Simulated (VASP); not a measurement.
Level of theory: r2SCAN meta-GGA, VASP's PBE PAW potentials (set 64) (plane waves; VASP).

The input files of a VASP run:

### INCAR
```
ENCUT  =  520   # plane-wave cut-off (eV)
LMIXTAU  =  T
LREAL  =  F   # projection in real space or not
ISIF  =  3   # ions, shape and volume
EDIFF  =  1E-6   # SCF stop (eV)
NSW  =  60   # most ionic steps
METAGGA  =  R2SCAN
LWAVE  =  F
NELM  =  100   # most electronic steps
EDIFFG  =  -0.02   # ionic stop
SYSTEM  =  NaHF2
ISMEAR  =  0   # Gaussian
IBRION  =  2
PREC  =  Accurate
ALGO  =  Normal
LCHARG  =  F
SIGMA  =  0.05   # width (eV)
LASPH  =  T   # aspherical one-centre terms
```

**POSCAR**
```
NaHF2
1
    1.7200600239     0.9930772860     4.6170235165
   -1.7200600239     0.9930772860     4.6170235165
   -0.0000000000    -1.9861545719     4.6170235165
Na H F
1 1 2
Direct
  0.0000000000   0.0000000000   0.0000000000
  0.5000000000   0.5000000000   0.5000000000
  0.5825784733   0.5825784733   0.5825784733
  0.4174215267   0.4174215267   0.4174215267
```

**KPOINTS**
```
Automatic mesh
0
Gamma
7 7 7
0 0 0
```

POTCAR, in this order: Na_pv H F (PBE.64 set). Program: vasp_std.

The resulting files:

### OUTCAR
```
 ion  position               nearest neighbor table
   1  0.000  0.000  0.000-   3 2.30   3 2.30   4 2.30   4 2.30   3 2.30   4 2.30
   2  0.500  0.500  0.500-   3 1.14   4 1.14
   3  0.583  0.583  0.583-   2 1.14   1 2.30   1 2.30   1 2.30
   4  0.417  0.417  0.417-   2 1.14   1 2.30   1 2.30   1 2.30
  LATTYP: Found a trigonal (rhomboedric) cell.
 ALAT       =     5.0261033748
 COS(alpha) =     0.7657635546
 Subroutine PRICEL returns:
 Original cell was already a primitive cell.
 Subroutine GETGRP returns: Found 12 space group operations
The static configuration has the point symmetry D_3d.
The dynamic configuration has the point symmetry D_3d.
 Subroutine INISYM returns: Found 12 space group operations
 Subroutine IBZKPT returns following result:
 Found     44 irreducible k-points:

 Following reciprocal coordinates:
            Coordinates               Weight
  0.000000  0.000000  0.000000      1.000000
  0.142857  0.000000  0.000000      6.000000
  0.285714  0.000000  0.000000      6.000000
  0.428571  0.000000  0.000000      6.000000
  0.142857  0.142857  0.000000      6.000000
  0.285714  0.142857  0.000000     12.000000
  0.428571  0.142857  0.000000     12.000000
 -0.428571  0.142857 -0.000000     12.000000
 -0.285714  0.142857 -0.000000     12.000000
 -0.142857  0.142857  0.000000      6.000000
  0.285714  0.285714  0.000000      6.000000
  0.428571  0.285714  0.000000     12.000000
 -0.428571  0.285714 -0.000000     12.000000
 -0.285714  0.285714  0.000000      6.000000
  0.428571  0.428571  0.000000      6.000000
 -0.428571  0.428571  0.000000      6.000000
  0.142857  0.142857  0.142857      2.000000
  0.285714  0.142857  0.142857      6.000000
  0.428571  0.142857  0.142857      6.000000
 -0.428571  0.142857  0.142857      6.000000
 -0.285714  0.142857  0.142857      6.000000
...
```

OSZICAR:
```
       N       E                     dE             d eps       ncg     rms          rms(c)
DAV:   1     0.197777294075E+03    0.19778E+03   -0.12853E+04  1355   0.163E+03
DAV:   2    -0.160651761480E+02   -0.21384E+03   -0.20534E+03  1530   0.450E+02
DAV:   3    -0.292707473604E+02   -0.13206E+02   -0.13189E+02  1649   0.112E+02
DAV:   4    -0.294497717244E+02   -0.17902E+00   -0.17897E+00  1600   0.144E+01
DAV:   5    -0.294531009133E+02   -0.33292E-02   -0.33292E-02  1670   0.178E+00    0.611E+00
DAV:   6    -0.245505934987E+02    0.49025E+01   -0.19986E+00  1719   0.141E+01    0.208E+00
DAV:   7    -0.221957102725E+02    0.23549E+01   -0.75139E-01  1425   0.116E+01    0.138E+00
DAV:   8    -0.257857785677E+02   -0.35901E+01   -0.74675E-01  1355   0.940E+00    0.938E-01
DAV:   9    -0.228341682497E+02    0.29516E+01   -0.35568E-01  1320   0.558E+00    0.505E-01
DAV:  10    -0.227737606071E+02    0.60408E-01   -0.14735E-01  1334   0.464E+00    0.123E-01
DAV:  11    -0.227616969579E+02    0.12064E-01   -0.30638E-03  1901   0.649E-01    0.104E-01
DAV:  12    -0.227682355731E+02   -0.65386E-02   -0.34666E-03  1320   0.948E-01    0.160E-01
DAV:  13    -0.227763035689E+02   -0.80680E-02   -0.71211E-03  1334   0.928E-01    0.616E-02
DAV:  14    -0.227734965966E+02    0.28070E-02   -0.96056E-04  1320   0.432E-01    0.327E-02
DAV:  15    -0.227770997302E+02   -0.36031E-02   -0.74250E-04  1320   0.381E-01    0.210E-02
DAV:  16    -0.227774711397E+02   -0.37141E-03   -0.12800E-04  1334   0.157E-01    0.162E-02
DAV:  17    -0.227774300110E+02    0.41129E-04   -0.27157E-05  1369   0.697E-02    0.853E-03
DAV:  18    -0.227774757460E+02   -0.45735E-04   -0.14052E-05  1376   0.524E-02    0.258E-03
DAV:  19    -0.227774872273E+02   -0.11481E-04   -0.26146E-06  1287   0.258E-02    0.186E-03
DAV:  20    -0.227774878852E+02   -0.65791E-06   -0.51681E-07  1304   0.904E-03
   1 F= -.22777488E+02 E0= -.22777488E+02  d E =-.227775E+02
       N       E                     dE             d eps       ncg     rms          rms(c)
DAV:   1    -0.228272199853E+02   -0.49733E-01   -0.12529E+00  1621   0.151E+01    0.170E+00
DAV:   2    -0.227834307944E+02    0.43789E-01   -0.14594E-01  1439   0.374E+00    0.470E-01
DAV:   3    -0.227797680878E+02    0.36627E-02   -0.76019E-03  1411   0.123E+00    0.196E-01
DAV:   4    -0.227732186249E+02    0.65495E-02   -0.45699E-03  1320   0.119E+00    0.434E-02
DAV:   5    -0.227801929237E+02   -0.69743E-02   -0.26920E-03  1320   0.726E-01    0.117E-02
DAV:   6    -0.227807298339E+02   -0.53691E-03   -0.13222E-04  1348   0.164E-01    0.449E-03
DAV:   7    -0.227807565414E+02   -0.26708E-04   -0.18627E-05  1621   0.585E-02    0.558E-03
DAV:   8    -0.227807508419E+02    0.56995E-05   -0.12012E-05  1348   0.400E-02    0.183E-03
DAV:   9    -0.227807621296E+02   -0.11288E-04   -0.55338E-06  1320   0.294E-02    0.346E-04
DAV:  10    -0.227807645947E+02   -0.24652E-05   -0.44193E-07   996   0.103E-02    0.168E-04
DAV:  11    -0.227807647455E+02   -0.15074E-06   -0.38271E-08   737   0.338E-03
   2 F= -.22780765E+02 E0= -.22780765E+02  d E =-.327686E-02
       N       E                     dE             d eps       ncg     rms          rms(c)
DAV:   1    -0.227824151739E+02   -0.16506E-02   -0.39766E-02  1586   0.271E+00    0.301E-01
DAV:   2    -0.227810165634E+02    0.13986E-02   -0.46360E-03  1467   0.666E-01    0.829E-02
DAV:   3    -0.227809046093E+02    0.11195E-03   -0.23315E-04  1432   0.216E-01    0.347E-02
DAV:   4    -0.227806852045E+02    0.21940E-03   -0.16308E-04  1320   0.224E-01    0.835E-03
DAV:   5    -0.227809054875E+02   -0.22028E-03   -0.10302E-04  1320   0.144E-01    0.158E-03
DAV:   6    -0.227809241134E+02   -0.18626E-04   -0.50615E-06  1334   0.324E-02    0.734E-04
DAV:   7    -0.227809227903E+02    0.13231E-05   -0.56536E-07  1234   0.110E-02    0.731E-04
DAV:   8    -0.227809225632E+02    0.22703E-06   -0.28868E-07   996   0.660E-03
   3 F= -.22780923E+02 E0= -.22780923E+02  d E =-.343468E-02
       N       E                     dE             d eps       ncg     rms          rms(c)
DAV:   1    -0.228216136513E+02   -0.40691E-01   -0.14121E+00  1320   0.148E+01    0.149E+00
DAV:   2    -0.227853401344E+02    0.36274E-01   -0.11548E-01  1572   0.326E+00    0.402E-01
DAV:   3    -0.227815676794E+02    0.37725E-02   -0.73364E-03  1404   0.118E+00    0.168E-01
DAV:   4    -0.227749617962E+02    0.66059E-02   -0.64826E-03  1327   0.112E+00    0.369E-02
DAV:   5    -0.227838279228E+02   -0.88661E-02   -0.20716E-03  1320   0.565E-01    0.136E-02
DAV:   6    -0.227838345612E+02   -0.66385E-05   -0.86490E-05  1663   0.131E-01    0.410E-03
DAV:   7    -0.227838831511E+02   -0.48590E-04   -0.52553E-05  1327   0.897E-02    0.511E-03
DAV:   8    -0.227839076628E+02   -0.24512E-04   -0.18090E-05  1383   0.514E-02    0.169E-03
DAV:   9    -0.227839116830E+02   -0.40202E-05   -0.34062E-06  1495   0.239E-02    0.876E-04
DAV:  10    -0.227839144934E+02   -0.28103E-05   -0.52375E-07  1017   0.103E-02    0.124E-04
DAV:  11    -0.227839149322E+02   -0.43882E-06   -0.12890E-07  1066   0.533E-03
   4 F= -.22783915E+02 E0= -.22783915E+02  d E =-.299237E-02
       N       E                     dE             d eps       ncg     rms          rms(c)
DAV:   1    -0.227858763861E+02   -0.19619E-02   -0.68166E-02  1320   0.327E+00    0.327E-01
DAV:   2    -0.227842026776E+02    0.16737E-02   -0.54869E-03  1586   0.713E-01    0.884E-02
DAV:   3    -0.227840325713E+02    0.17011E-03   -0.35540E-04  1411   0.258E-01    0.364E-02
DAV:   4    -0.227836899094E+02    0.34266E-03   -0.33212E-04  1327   0.254E-01    0.873E-03
DAV:   5    -0.227841363438E+02   -0.44643E-03   -0.11186E-04  1320   0.129E-01    0.260E-03
DAV:   6    -0.227841403335E+02   -0.39898E-05   -0.45499E-06  1614   0.292E-02    0.816E-04
DAV:   7    -0.227841441268E+02   -0.37933E-05   -0.26474E-06  1286   0.204E-02    0.101E-03
DAV:   8    -0.227841454385E+02   -0.13117E-05   -0.56421E-07  1080   0.958E-03    0.238E-04
DAV:   9    -0.227841458999E+02   -0.46144E-06   -0.79045E-08  1003   0.424E-03
   5 F= -.22784146E+02 E0= -.22784146E+02  d E =-.322334E-02
```

OUTCAR:
```
------------------------ aborting loop because EDIFF is reached ----------------------------------------
  FORCE on cell =-STRESS in cart. coord.  units (eV):
  Direction    XX          YY          ZZ          XY          YZ          ZX
  --------------------------------------------------------------------------------------
  Total       -0.0357237     -0.0357237      0.0548627      0.0000000      0.0000000      0.0000000
  in kB       -1.2451705     -1.2451709      1.9122716      0.0000000      0.0000000      0.0000000
  external PRESSURE =      -0.1926899 kB  Pullay stress =       0.0000000 kB
  volume of cell :       45.97
      direct lattice vectors                 reciprocal lattice vectors
     1.703901260  0.983748015  4.570444019     0.293444234  0.169420079  0.072932374
    -1.703901260  0.983748015  4.570444019    -0.293444234  0.169420079  0.072932374
     0.000000000 -1.967496029  4.570444019     0.000000000 -0.338840159  0.072932374
 POSITION                                       TOTAL-FORCE (eV/Angst)
 -----------------------------------------------------------------------------------
      0.00000      0.00000      0.00000        -0.000000     -0.000000      0.000000
      0.00000      0.00000      6.85567         0.000000     -0.000000      0.000000
      0.00000      0.00000      7.99275        -0.000000      0.000000      0.017731
      0.00000      0.00000      5.71858        -0.000000     -0.000000     -0.017731
 -----------------------------------------------------------------------------------
    total drift:                                0.000000      0.000000      0.000000
  FREE ENERGIE OF THE ION-ELECTRON SYSTEM (eV)
  ---------------------------------------------------
  free  energy   TOTEN  =       -22.7841458999 eV

  energy  without entropy=      -22.7841458999  energy(sigma->0) =      -22.78414590

 reached required accuracy - stopping structural energy minimisation
```
(Selected blocks of OUTCAR.)

File CONTCAR:
```
NaHF2
   1.00000000000000
     1.7039012603201900    0.9837480147721549    4.5704440194673275
    -1.7039012603201900    0.9837480147721549    4.5704440194673275
     0.0000000000000000   -1.9674960294462525    4.5704440194675451
  Na              H               F
     1     1     2
Direct
     0.0000000000000000    0.0000000000000000    0.0000000000000000
     0.5000000000000000    0.5000000000000000    0.5000000000000000
     0.5829302977717770    0.5829302977717770    0.5829302977717770
     0.4170697022282230    0.4170697022282230    0.4170697022282230
```

**OUTCAR**
```
 val. band max:       -4.4013290758   @ k =   0.4286   0.4286   0.4286

 cond. band min:       3.4587142974   @ k =   0.0000   0.0000   0.0000


 Fermi energy:        -4.0858332943

 k-point     1 :       0.0000    0.0000    0.0000
  band No.  band energies     occupation
      1     -26.0975      2.00000
      2     -24.9255      2.00000
      3     -23.2031      2.00000
      4     -23.2031      2.00000
      5     -23.0596      2.00000
      6      -9.4719      2.00000
      7      -4.8959      2.00000
      8      -4.8959      2.00000
      9      -4.6411      2.00000
     10      -4.6411      2.00000
     11      -4.4990      2.00000
     12       3.4587      0.00000
     13       9.9833      0.00000
     14      11.1719      0.00000
     15      14.3904      0.00000

 k-point     2 :       0.1429    0.0000    0.0000
  band No.  band energies     occupation
      1     -26.0955      2.00000
      2     -24.8985      2.00000
      3     -23.2069      2.00000
      4     -23.1944      2.00000
      5     -23.0892      2.00000
      6      -9.4031      2.00000
      7      -5.1477      2.00000
      8      -4.9318      2.00000
      9      -4.7528      2.00000
     10      -4.6568      2.00000
     11      -4.4851      2.00000
     12       4.0177      0.00000
     13      10.1236      0.00000
     14      11.3990      0.00000
     15      13.9028      0.00000

 k-point     3 :       0.2857    0.0000    0.0000
  band No.  band energies     occupation
      1     -26.0904      2.00000
      2     -24.8325      2.00000
      3     -23.2155      2.00000
      4     -23.1916      2.00000
      5     -23.1420      2.00000
      6      -9.2433      2.00000
      7      -5.6510      2.00000
      8      -5.0110      2.00000
      9      -4.8933      2.00000
     10      -4.6920      2.00000
     11      -4.5637      2.00000
     12       5.4120      0.00000
     13      10.2108      0.00000
     14      11.9470      0.00000
     15      12.0177      0.00000
...
```

Energy and stress use the plane-wave basis of the starting cell.

The structure comes from a computed database's NaHF2 entry (R-3m); how it stands against other phases isn't given here. This run relaxes it. Symmetry was kept, so distortions that lower it aren't found. The start is the result of an earlier pass.
